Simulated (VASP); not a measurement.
An input for Quantum ESPRESSO's pw.x (written as the equivalent of a VASP run, and not itself run):

```
&CONTROL
  calculation = 'vc-relax'
  pseudo_dir = './pseudo'
  outdir = './out'
  tprnfor = .true.
  tstress = .true.
  nstep = 40
  forc_conv_thr = 0.00078
/
&SYSTEM
  ibrav = 0
  nat = 1
  ntyp = 1
  ecutwfc = 76
  occupations = 'smearing'
  smearing = 'methfessel-paxton'
  degauss = 0.00735
  input_dft = 'pbe'
/
&ELECTRONS
  conv_thr = 7.3e-08
  electron_maxstep = 100
/
&IONS
/
&CELL
  press = 450
/
ATOMIC_SPECIES
  Au 196.967 Au.upf
CELL_PARAMETERS angstrom
     0.0000000    1.9826803    1.9826803
     1.9826803    0.0000000    1.9826803
     1.9826803    1.9826803    0.0000000
ATOMIC_POSITIONS crystal
  Au   0.0000000  0.0000000  0.0000000
K_POINTS automatic
  16 16 16 0 0 0
```

Task: Write the VASP files for the same calculation (PBE).

Result: Several could match; the one computed here: 
**POSCAR**
```
Au
1
    0.0000000000     1.9826803200     1.9826803200
    1.9826803200     0.0000000000     1.9826803200
    1.9826803200     1.9826803200     0.0000000000
Au
1
Direct
  0.0000000000   0.0000000000   0.0000000000
```

**INCAR**
```
# general
SYSTEM   =  Au
PREC     =  Accurate
ENCUT    =  500
LREAL    =  .False.   # projection in real space or not
LASPH    =  .True.

# electronic loop
EDIFF    =  1E-6   # SCF stop (eV)
NELM     =  100   # most electronic steps
ALGO     =  Normal
LMAXMIX  =  6

# smearing
ISMEAR   =  1   # Methfessel-Paxton
SIGMA    =  0.1

# functional
GGA      =  PE   # PBE

# ions
IBRION   =  2   # conjugate gradients
NSW      =  40   # most ionic steps
ISIF     =  3
EDIFFG   =  -0.02   # ionic stop
PSTRESS  =  450   # kbar

# output
LWAVE    =  .False.
LCHARG   =  .False.
```

KPOINTS:
```
K-points
0
Gamma
 16 16 16
```

POTCAR, in this order: Au (PBE.64 set). Program: vasp_std.

The two are equivalent in intent, not identical: the potentials are each code's own (VASP's PAW set, PseudoDojo norm-conserving files in pw.x), so ENCUT and ecutwfc are chosen apart and not converted; conv_thr bounds pw.x's estimated SCF error, while EDIFF bounds the energy change between steps; forc_conv_thr acts on force components and is met together with etot_conv_thr.

The compound is Au in the fcc structure. This run relaxes it under an external pressure of 45 GPa. Symmetry was kept, so distortions that lower it aren't found.
